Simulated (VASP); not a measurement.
VASP input:

POSCAR:
```
SrCl2
1.0
  0.0000000000   3.5424420000   3.5424420000
  3.5424420000   0.0000000000   3.5424420000
  3.5424420000   3.5424420000   0.0000000000
Sr Cl
1 2
direct
  0.0000000000   0.0000000000   0.0000000000
  0.7500000000   0.7500000000   0.7500000000
  0.2500000000   0.2500000000   0.2500000000
```

INCAR:
```
LWAVE = .FALSE.
LREAL = .FALSE.   ! projection in real space or not
EDIFF = 1E-6   ! SCF stop (eV)
ISIF = 2   ! forces and stress, cell fixed
LHFCALC = .TRUE.
LASPH = .TRUE.
GGA = PE   ! PBE
LCHARG = .FALSE.
HFSCREEN = 0.2
LMAXMIX = 4   ! l cut-off of mixed one-centre charges
NELM = 100   ! most electronic steps
SYSTEM = SrCl2
ISYM = 3
PREC = Accurate
SIGMA = 0.01   ! width (eV)
PRECFOCK = Fast
ENCUT = 210   ! plane-wave cut-off (eV)
ALGO = Normal   ! blocked Davidson
AEXX = 0.25
ISMEAR = 0
```

KPOINTS:
```
Automatic
0
Gamma
4 4 4
0.5 0.5 0.5
```

POTCAR, in this order: Sr_sv Cl (PBE.64 set). Program: vasp_std.

Write an equivalent input for Ansatz.

One equivalent input (not run):
Ansatz 0.2 input:
```yaml
crystal:
  lattice:
    - [0.0000000, 3.5424420, 3.5424420]
    - [3.5424420, 0.0000000, 3.5424420]
    - [3.5424420, 3.5424420, 0.0000000]
  atoms:
    - { symbol: Sr, position: [0.0000000, 0.0000000, 0.0000000] }
    - { symbol: Cl, position: [0.7500000, 0.7500000, 0.7500000] }
    - { symbol: Cl, position: [0.2500000, 0.2500000, 0.2500000] }
kpoints:
  mp_grid: { grid: [4, 4, 4], shift: [0.5, 0.5, 0.5] }
hamiltonian:
  xc: hse06
  pseudopotentials: { kind: paw }
scf:
  occupations: { method: gaussian, width: 0.01 }
  max_iter: 100
output: { forces: true, stress: true, eigenvalues: true }
```
What does not carry over: each code has its own PAW files, so the cut-off isn't converted (ENCUT is set for VASP's; basis.ecutwfc is left out, and Ansatz then takes the one that its files recommend); Ansatz stops its SCF on the density residual and VASP on the energy change (EDIFF); Ansatz's hse06 screens at 0.11 per bohr (0.208 per Å), slightly more than HFSCREEN = 0.2.

The structure comes from a computed database's SrCl2 entry; how it stands against other phases isn't given here. The cell was not relaxed at this level. The run is one of a series of settings (ENCUT = 210 against the base run), some of them coarse on purpose.
